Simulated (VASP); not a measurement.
Input:

```
CELL_PARAMETERS angstrom
      0.00616     2.46271     2.46271
      2.46271     0.00616     2.46271
      2.46886     2.46886     0.00000
ATOMIC_POSITIONS crystal
  Gd 0.00000 0.00000 0.00000
  N  0.50000 0.50000 0.50000
```

These are PBEsol GGA, VASP's PBE PAW potentials (set 64) (plane waves; VASP) values and carry that method's errors. Settings: 600 eV cut-off, 12×12×12 Γ-centred mesh, first-order Methfessel-Paxton smearing of 0.10 eV, potentials Gd_3 N.

The 4f electrons are frozen in the core of the lanthanide potential, so 4f levels, which can set the real gap, and their magnetism are missing.

Problem. Predict the energy per atom (σ→0), band gap (on the k-mesh) with the smallest direct gap where there is one.

Solution. 
- band gap (on the k-mesh) = none (metal, semimetal or under 0.01 eV)
- energy per atom (σ→0) = -8562 meV/atom

Only differences to runs with the same potentials and settings are physical.

The compound is GdN in the rock salt structure. This cell was strained or had an atom moved on purpose.
